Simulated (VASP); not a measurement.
# Al12Cl in VASP: notebook, part 2 of 2

VASP 6.6.1. The steps go on from the part before.

## Step 3: Single point, PBEsol

The input, INCAR:

```
SYSTEM = Al12Cl
PREC = Accurate
ENCUT = 520
EDIFF = 1E-6
ISMEAR = 0
SIGMA = 0.05
LREAL = .FALSE.
LASPH = .TRUE.
NELM = 100
ALGO = Normal
ISIF = 2
LWAVE = .FALSE.
LCHARG = .FALSE.
GGA = PS
NBANDS = 34
```

The input, KPOINTS:

```
Automatic mesh
0
G
  3 3 1
  0 0 0
```

The input, POSCAR:

```
Al12Cl
1.0
    5.7275650000      0.0000000000      0.0000000000
    2.8637820000      4.9602170000      0.0000000000
    0.0000000000      0.0000000000     16.6765370000
Al Cl
12 1
Direct
    0.1666666208      0.1666667003      0.0599644878
    0.6666667081      0.1666667003      0.0599644878
    0.1666666712      0.6666665995      0.0599644878
    0.6666667585      0.6666665995      0.0599644878
   -0.1666666712      0.3333334005      0.2001775908
    0.3333332415      0.3333334005      0.2001775908
   -0.1666666208      0.8333332997      0.2001775908
    0.3333334665      0.8333332997      0.2001775908
    0.0000000000      0.0000000000      0.3403906339
    0.4999999127      0.0000000000      0.3403906339
    0.0000000504      0.4999998992      0.3403906339
    0.5000001377      0.4999998992      0.3403906339
    1.1729246107      0.6718839115      0.4369334593
```

Potentials or basis: VASP PAW PBE potentials, release 64 (Al, Cl).

Run with:

```console
> cat potpaw_PBE.64/Al/POTCAR potpaw_PBE.64/Cl/POTCAR > POTCAR
> mpirun -np 1 vasp_std > vasp.out
```

OUTCAR:

```text
SYSTEM = Al12Cl
   PREC = Accurate
   ENCUT = 520
   EDIFF = 1E-6
   ISMEAR = 0
   LREAL = .FALSE.
   LASPH = .TRUE.
   NELM = 100
   ISIF = 2
   GGA = PS

 ion  position               nearest neighbor table
   1  0.167  0.167  0.060-   2 2.86   4 2.86   3 2.86   6 2.86   5 2.86   3 2.86   2 2.86   8 2.86
                             4 2.86
   2  0.667  0.167  0.060-   1 2.86   4 2.86   3 2.86   5 2.86   3 2.86   4 2.86   1 2.86   7 2.86
                             6 2.86
   3  0.167  0.667  0.060-   4 2.86   1 2.86   6 2.86   2 2.86   7 2.86   2 2.86   1 2.86   4 2.86
                             8 2.86
   4  0.667  0.667  0.060-   3 2.86   1 2.86   2 2.86   5 2.86   7 2.86   8 2.86   2 2.86   3 2.86
                             1 2.86
   5  0.833  0.333  0.200-  12 2.86  11 2.86   6 2.86   8 2.86   7 2.86   9 2.86   4 2.86   2 2.86
                             1 2.86   7 2.86   6 2.86   8 2.86
   6  0.333  0.333  0.200-  11 2.86   5 2.86   7 2.86  12 2.86  10 2.86   8 2.86   3 2.86   8 2.86
                             1 2.86   5 2.86   2 2.86   7 2.86
   7  0.833  0.833  0.200-   9 2.86   8 2.86   6 2.86   5 2.86  11 2.86  10 2.86   4 2.86   3 2.86
                             5 2.86   8 2.86   2 2.86   6 2.86
   8  0.333  0.833  0.200-  10 2.86   7 2.86   5 2.86  12 2.86   6 2.86   9 2.86   6 2.86   4 2.86
                             7 2.86   1 2.86   3 2.86   5 2.86
   9  0.000  0.000  0.340-  13 2.29   7 2.86  10 2.86  12 2.86  11 2.86   5 2.86   8 2.86  11 2.86
                            10 2.86  12 2.86
  10  0.500  0.000  0.340-   8 2.86   9 2.86  11 2.86   6 2.86  12 2.86   7 2.86  12 2.86   9 2.86
                            11 2.86
  11  0.000  0.500  0.340-  13 2.35   6 2.86   5 2.86  12 2.86  10 2.86   9 2.86   7 2.86   9 2.86
                            12 2.86  10 2.86
  12  0.500  0.500  0.340-  13 2.29   5 2.86  11 2.86   9 2.86   6 2.86   8 2.86  10 2.86  10 2.86
                            11 2.86   9 2.86
  13  0.173  0.672  0.437-  12 2.29   9 2.29  11 2.35

  LATTYP: Found a hexagonal cell.
 ALAT       =     5.7275649303
 C/A-ratio  =     2.9116277516

  Lattice vectors:

 A1 = (  -2.8637820000,  -4.9602170000,   0.0000000000)
 A2 = (   5.7275650000,   0.0000000000,   0.0000000000)
 A3 = (   0.0000000000,   0.0000000000,  16.6765370000)

Analysis of symmetry for initial positions (statically):
=====================================================================
 Subroutine PRICEL returns:
 Original cell was already a primitive cell.

 Routine SETGRP: Setting up the symmetry group for a
 hexagonal supercell.

 Subroutine GETGRP returns: Found  1 space group operations
 (whereof  1 operations were pure point group operations)
 out of a pool of 24 trial point group operations.

The static configuration has the point symmetry C_1 .

Analysis of symmetry for dynamics (positions and initial velocities):
=====================================================================
 Subroutine PRICEL returns:
 Original cell was already a primitive cell.

 Routine SETGRP: Setting up the symmetry group for a
 hexagonal supercell.

 Subroutine GETGRP returns: Found  1 space group operations
 (whereof  1 operations were pure point group operations)
 out of a pool of 24 trial point group operations.

The dynamic configuration has the point symmetry C_1 .

 Subroutine INISYM returns: Found  1 space group operations
[... 88 lines left out ...]
   NGXF,Y,Z  is equivalent  to a cutoff of  27.86, 27.86, 25.12 a.u.
 SYSTEM =  Al12Cl
   PREC   = accura    normal or accurate (medium, high low for compatibility)
   ISTART =      0    job   : 0-new  1-cont  2-samecut
   ICHARG =      2    charge: 1-file 2-atom 10-const
   ISPIN  =      1    spin polarized calculation?
   LNONCOLLINEAR =      F non collinear calculations
   LSORBIT =      F    spin-orbit coupling
   LASPH  =      T    aspherical Exc in radial PAW
   ENCUT  =  520.0 eV  38.22 Ry    6.18 a.u.  10.65 10.65 31.01*2*pi/ulx,y,z
   NELM   =    100;   NELMIN=  2; NELMDL= -5     # of ELM steps
   EDIFF  = 0.1E-05   stopping-criterion for ELM
   LREAL  =      F    real-space projection
   EDIFFG = 0.1E-04   stopping-criterion for IOM
   NSW    =      0    number of steps for IOM
   IBRION =     -1    ionic relax: 0-MD 1-quasi-New 2-CG
   NFREE  =      0    steps in history (QN), initial steepest desc. (CG)
   ISIF   =      2    stress and relaxation
   ISYM   =      2    0-nonsym 1-usesym 2-fastsym
   POTIM  = 0.5000    time-step for ionic-motion
   TEBEG  =    0.0;   TEEND  =   0.0 temperature during run
   PSTRESS=    0.0 pullay stress
   NELECT =      43.0000    total number of electrons
   NUPDOWN=      -1.0000    fix difference up-down
   EMIN   =  10.00;   EMAX   =-10.00  energy-range for DOS
   EFERMI =   0.00;   METHOD = LEGACY
   ISMEAR =     0;   SIGMA  =   0.05  broadening in eV -4-tet -1-fermi 0-gaus
   EFERMI_NEDOS =   21; number of points for ismear=-14 and -15
   IALGO  =     38    algorithm
   IMIX   =      4    mixing-type and parameters
     AMIX     =   0.40;   BMIX     =  1.00
     AMIX_MAG =   1.60;   BMIX_MAG =  1.00
  volume/ion in A,a.u.               =      36.44       245.94
  Fermi-wavevector in a.u.,A,eV,Ry     =   0.735708  1.390286  7.364374  0.541266
  Thomas-Fermi vector in A             =   1.828970
   LORBIT       =      0    0 simple, 1 ext, 2 COOP (PROOUT), +10 PAW based schemes
   GGA     = PS    functional components
   LHFCALC =     F    Hartree Fock is set to
   AEXX    =    0.0000 exact exchange contribution
   IVDW    =     0    specifies the selected vdW correction
   LEPSILON=     F    determine dielectric tensor
   LRPA    =     F    only Hartree local field effects (RPA)
 non-spin polarized calculation
 Gauss-broadening in eV      SIGMA  =   0.05
  energy-cutoff  :      520.00
  volume of cell :      473.78
 maximum number of plane-waves:     12795
 NGX is ok and might be reduce to    42
   NGX = 21   NGY = 21   NGZ = 63

 number of electron      42.9999999 magnetization

 Free energy of the ion-electron system (eV)
  ---------------------------------------------------
  ext. energy  EPLUGINS =         0.00000000
  ---------------------------------------------------
  free energy    TOTEN  =       -49.08646484 eV

  energy without entropy =      -49.06837927  energy(sigma->0) =      -49.07742205

 E-fermi :   1.5238     XC(G=0):  -5.6499

 val. band max:        1.5222078533   @ k =   0.3333   0.3333   0.0000
 cond. band min:       1.5355404983   @ k =   0.0000   0.3333   0.0000
 fundamental gap:      0.0133326450
 Fermi energy:         1.5238089598

 k-point     1 :       0.0000    0.0000    0.0000
  band No.  band energies     occupation
      1     -16.8698      2.00000
      2      -8.8771      2.00000
      3      -7.3445      2.00000
      4      -5.6997      2.00000
      5      -5.6896      2.00000
      6      -5.6145      2.00000
[... 169 lines left out ...]
     32       4.8579      0.00000
     33       4.9940      0.00000
 [bands above 33 left out]

------------------------ aborting loop because EDIFF is reached ----------------------------------------

  FORCE on cell =-STRESS in cart. coord.  units (eV):
  Direction    XX          YY          ZZ          XY          YZ          ZX
  --------------------------------------------------------------------------------------
  -------------------------------------------------------------------------------------
  Total       -2.5227955     -2.4918349      0.6864596     -0.0312577     -0.0583127     -0.1206756
  in kB       -8.5313166     -8.4266172      2.3213947     -0.1057040     -0.1971955     -0.4080877
  external PRESSURE =      -4.8788464 kB  Pullay stress =       0.0000000 kB

 VOLUME and BASIS-vectors are now :
 -----------------------------------------------------------------------------
  energy-cutoff  :      520.00
  volume of cell :      473.78
      direct lattice vectors                 reciprocal lattice vectors
     5.727565000  0.000000000  0.000000000     0.174594265 -0.100802024  0.000000000
     2.863782000  4.960217000  0.000000000     0.000000000  0.201604083  0.000000000
     0.000000000  0.000000000 16.676537000     0.000000000  0.000000000  0.059964488

 POSITION                                       TOTAL-FORCE (eV/Angst)
 -----------------------------------------------------------------------------------
      1.43189      0.82670      1.00000         0.069771     -0.055000      0.065622
      4.29567      0.82670      1.00000        -0.073341     -0.041600      0.091058
      2.86378      3.30681      1.00000        -0.005753     -0.002873      0.393546
      5.72757      3.30681      1.00000        -0.013403      0.087749      0.066957
      5.72756      1.65341      3.33827         0.023631      0.012141     -0.224919
      2.86378      1.65341      3.33827        -0.002427     -0.073799      0.100734
      7.15946      4.13351      3.33827        -0.064398      0.034667      0.099407
      4.29567      4.13351      3.33827         0.074153      0.043084      0.118171
      0.00000      0.00000      5.67654        -0.044685      1.810506     -0.949712
      2.86378      0.00000      5.67654         0.040627      0.021006     -0.355464
      1.43189      2.48011      5.67654        -1.463284     -0.842269     -0.814929
      4.29567      2.48011      5.67654         1.555008     -0.946906     -0.960553
      2.91457      3.33269      7.28654        -0.095900     -0.046704      2.370082
 -----------------------------------------------------------------------------------
    total drift:                               -0.000009      0.000059      0.000029

  FREE ENERGIE OF THE ION-ELECTRON SYSTEM (eV)
  ---------------------------------------------------
  free  energy   TOTEN  =       -49.0864648376 eV

  energy  without entropy=      -49.0683792652  energy(sigma->0) =      -49.07742205
```

Wall time 2.1 min (1 thread of Intel Xeon Platinum 8488C (Sapphire Rapids), shared host); peak memory 0.62 GiB.

Results:

- Free energy: -49.0865 eV
- Largest force: 2.372 eV/Å
- Band gap on the k mesh: none (metal or under the smearing width)

Forces in eV/Å, atoms in the order of the input:
```
Al   0.070 -0.055  0.066
Al  -0.073 -0.042  0.091
Al  -0.006 -0.003  0.394
Al  -0.013  0.088  0.067
Al   0.024  0.012 -0.225
Al  -0.002 -0.074  0.101
Al  -0.064  0.035  0.099
Al   0.074  0.043  0.118
Al  -0.045  1.811 -0.950
Al   0.041  0.021 -0.355
Al  -1.463 -0.842 -0.815
Al   1.555 -0.947 -0.961
Cl  -0.096 -0.047  2.370
```

Caveat: the k mesh is coarse (spacing up to 0.42 Å⁻¹), so the values aren't converged; the PAW data sets were made with another functional, which shifts forces and pressure a little; an odd number of electrons without spin polarisation forces a metal; a magnetic or distorted state may lie lower.
